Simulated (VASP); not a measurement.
Here is the system:

```xyz
2
Lattice="0.0000 2.6558 2.6558 2.6558 0.0000 2.6558 2.6558 2.6558 0.0000" Properties=species:S:1:pos:R:3 pbc="T T T"
Mg     5.3117     2.6558     2.6558
S      2.6558     2.6558     2.6558
```

Computed with optB88-vdW, VASP's PBE PAW potentials (set 64) (plane waves; VASP). Settings: 520 eV cut-off, 9×9×9 Γ-centred mesh, Gaussian smearing of 0.050 eV, potentials Mg S.

Task: Estimate the energy per atom (σ→0), pressure.

Result: 
The energy per atom (σ→0) is -2.838 eV/atom and the pressure comes out as -4.06 GPa.

The absolute energy has meaning only against runs of the same code, potentials and settings.

The compound is MgS in the rock salt structure. This cell is one point of a volume scan, at 1.06 of the reference volume.
